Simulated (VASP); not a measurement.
Data:

```yaml
crystal:
  lattice:
    - [0.00000, 2.24390, 2.24390]
    - [2.24390, 0.00000, 2.24390]
    - [2.24390, 2.24390, 0.00000]
  atoms:
    - { symbol: Nb, position: [0.00000, 0.00000, 0.00000] }
    - { symbol: C, position: [0.50000, 0.50000, 0.50000] }
```

The numbers are results of PW91 GGA, VASP's PBE PAW potentials (set 64) (plane waves; VASP 6.6.1), not measurements. Run with 520 eV cut-off, Gaussian smearing of 0.050 eV, potentials Nb_sv C.

Give the energies of bands 6 to 11 at the high-symmetry points, in eV from the Fermi level.

```tsv
band	Γ	X	U	L	W
6	-1.32	-4.12	-5.11	-7.48	-4.61
7	-1.32	-3.84	-4.20	-5.08	-4.35
8	-1.32	-1.33	-3.49	-5.08	-4.35
9	-0.25	-1.33	-0.33	2.05	1.48
10	-0.25	1.91	2.39	2.05	1.48
11	-0.25	3.12	3.31	3.46	3.12
```

It has no gap at this level: it comes out as a metal or semimetal.

The compound is NbC in the rock salt structure. It was relaxed first. The electron count is odd and the run is not spin-polarised, which forces a metal.
